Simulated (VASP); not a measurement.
Consider the following.

```xyz
5
Lattice="5.8912 0.0000 0.0000 0.0000 5.8912 0.0000 0.0000 0.0000 5.8912" Properties=species:S:1:pos:R:3 pbc="T T T"
Cs     0.0000     0.0000     0.0000
Pb     2.9456     2.9456     2.9456
Br     2.9456     0.0000     2.9456
Br     0.0000     2.9456     2.9456
Br     2.9456     2.9456     0.0000
```

All values below come from r2SCAN+rVV10, VASP's PBE PAW potentials (set 64) (plane waves; VASP). Numerical set-up: 520 eV cut-off, 4×4×4 Γ-centred mesh, tetrahedra with Blöchl corrections, potentials Cs_sv Pb_d Br.

The cores are frozen, which limits the accuracy of field gradients.

Give the principal components of the electric field gradient (V/Å²) and the asymmetry η at each nucleus.

| atom | Vxx | Vyy | Vzz | η |
|---|---|---|---|---|
| Cs1 | 0.0 | 0.0 | 0.0 | - |
| Pb2 | 0.0 | 0.0 | 0.0 | - |
| Br3 | -84.3 | -84.3 | 168.7 | 0.00 |
| Br4 | -84.3 | -84.3 | 168.7 | 0.00 |
| Br5 | -84.3 | -84.3 | 168.7 | 0.00 |

The compound is CsPbBr3 in the cubic perovskite structure, the ideal cubic form; the compound distorts at low or room temperature. It was relaxed first.
